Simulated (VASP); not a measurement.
Given:

```
V
1.0
   -1.44883     1.44883     1.44883
    1.44883    -1.44883     1.44883
    1.44883     1.44883    -1.44883
V
1
Cartesian
  0.00000   0.00000   0.00000
```

All values below come from AM05 GGA, VASP's PBE PAW potentials (set 64) (plane waves; VASP 6.6.1). Settings: 520 eV cut-off, 17×17×17 Γ-centred mesh, first-order Methfessel-Paxton smearing of 0.10 eV, potentials V_sv.

### Question
Give the stress tensor in GPa (positive for a compressed cell).

### Answer

```
13.61   0.00   0.00
 0.00  13.61   0.00
 0.00   0.00  13.61
```
The pressure is its mean diagonal, 13.61 GPa.

The compound is V in the bcc structure. This cell is one point of a volume scan, at 0.94 of the reference volume. The run is not spin-polarised, so no magnetic state was tried.
